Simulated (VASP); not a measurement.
```yaml
crystal:
  lattice:
    - [4.21020, 0.00000, 0.00000]
    - [-2.10510, 3.64614, 0.00000]
    - [0.00000, 0.00000, 6.87439]
  atoms:
    - { symbol: Cd, position: [0.00000, 0.00000, 0.48902] }
    - { symbol: Cd, position: [0.33333, 0.66667, 0.01076] }
    - { symbol: Se, position: [0.33333, 0.66667, 0.62677] }
    - { symbol: S, position: [0.00000, 0.00000, 0.12145] }
```

The numbers are results of PBEsol GGA, VASP's PBE PAW potentials (set 64) (plane waves; VASP), not measurements. Numerical set-up: 400 eV cut-off, 7×7×4 Γ-centred mesh, tetrahedra with Blöchl corrections, potentials Cd Se S.

The cores are frozen, which limits the accuracy of field gradients.

Problem. Give the principal components of the electric field gradient (V/Å²) and the asymmetry η at each nucleus.

Solution. 
```json
[
 {"atom": "Cd1", "Vxx": "3.3", "Vyy": "3.3", "Vzz": "-6.5", "η": "0.00"},
 {"atom": "Cd2", "Vxx": "-5.9", "Vyy": "-5.9", "Vzz": "11.9", "η": "0.00"},
 {"atom": "Se3", "Vxx": "-13.6", "Vyy": "-13.6", "Vzz": "27.1", "η": "0.00"},
 {"atom": "S4", "Vxx": "4.7", "Vyy": "4.7", "Vzz": "-9.5", "η": "0.00"}
]
```

The structure comes from a computed database's Cd2SeS entry (P3m1); how it stands against other phases isn't given here. It was relaxed first, which changed the volume by -6 %.
